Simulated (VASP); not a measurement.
Input:

```
CELL_PARAMETERS angstrom
      1.77218    -3.06950     0.00000
      1.77218     3.06950     0.00000
      0.00000     0.00000     6.47716
ATOMIC_POSITIONS crystal
  Pt 0.00000 0.00000 0.00000
  S  0.33333 0.66667 0.18793
  S  0.66667 0.33333 0.81207
```

All values below come from PW91 GGA, VASP's PBE PAW potentials (set 64) (plane waves; VASP 6.6.1). Run with 520 eV cut-off, 7×7×4 Γ-centred mesh, Gaussian smearing of 0.050 eV, potentials Pt S.

Without a dispersion term in the relaxation, distances and binding between the weakly bound layers, chains or molecules are unreliable, and so is what depends on them.

Task: The ions and cell shape at fixed volume are relaxed. Which structure does the run end with?

Result: 
```
CELL_PARAMETERS angstrom
      1.78897    -3.09859     0.00000
      1.78897     3.09859     0.00000
      0.00000     0.00000     6.35609
ATOMIC_POSITIONS crystal
  Pt 0.00000 0.00000 0.00000
  S  0.33333 0.66667 0.19370
  S  0.66667 0.33333 0.80630
```
Space group P-3m1 (164), at a tolerance of 0.03 Å.

Task: How much energy does the relaxation gain?

Result: The energy (σ→0) changes by -6.9 meV/atom, in 6 ionic steps.

The compound is PtS2 in the 1T layered structure. This cell is one point of a volume scan, at 0.97 of the reference volume. Symmetry was kept, so distortions that lower it aren't found.
